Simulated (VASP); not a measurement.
VASP ran on this input.

**POSCAR**
```
AgI
1
    2.3409000000    -4.0545580000     0.0000000000
    2.3409000000     4.0545580000     0.0000000000
    0.0000000000     0.0000000000     7.6602000000
Ag I
2 2
Direct
  0.6666670000   0.3333330000   0.5000000000
  0.3333330000   0.6666670000   0.0000000000
  0.6666670000   0.3333330000   0.8750000000
  0.3333330000   0.6666670000   0.3750000000
```

### INCAR
```
SYSTEM = AgI
PREC = Accurate; ENCUT = 400; LREAL = .False.
LASPH = .True.
EDIFF = 1E-6; NELM = 100; ALGO = Normal
IMIX = 1; AMIX = 0.1; BMIX = 0.0001
LMAXMIX = 4
ISMEAR = 0; SIGMA = 0.05
GGA = PE
ISIF = 2
LWAVE = .False.; LCHARG = .False.
```

File KPOINTS:
```
Automatic mesh
0
Gamma
5 5 3
0 0 0
```

POTCAR, in this order: Ag I (PBE.64 set). Program: vasp_std.

Write an equivalent input for Ansatz.

One equivalent input (not run):
Ansatz 0.2 input:
```yaml
crystal:
  lattice:
    - [2.3409000, -4.0545580, 0.0000000]
    - [2.3409000, 4.0545580, 0.0000000]
    - [0.0000000, 0.0000000, 7.6602000]
  atoms:
    - { symbol: Ag, position: [0.6666670, 0.3333330, 0.5000000] }
    - { symbol: Ag, position: [0.3333330, 0.6666670, 0.0000000] }
    - { symbol: I, position: [0.6666670, 0.3333330, 0.8750000] }
    - { symbol: I, position: [0.3333330, 0.6666670, 0.3750000] }
kpoints:
  mp_grid: { grid: [5, 5, 3] }
hamiltonian:
  xc: pbe
  pseudopotentials: { kind: paw }
scf:
  occupations: { method: gaussian, width: 0.05 }
  max_iter: 100
output: { forces: true, stress: true, eigenvalues: true }
```
What does not carry over: each code has its own PAW files, so the cut-off isn't converted (ENCUT is set for VASP's; basis.ecutwfc is left out, and Ansatz then takes the one that its files recommend); Ansatz stops its SCF on the density residual and VASP on the energy change (EDIFF).

The compound is AgI in the wurtzite structure. The cell was not relaxed at this level. The run is one of a series of settings (AMIX = 0.1, BMIX = 0.0001, IMIX = 1 against the base run), some of them coarse on purpose.
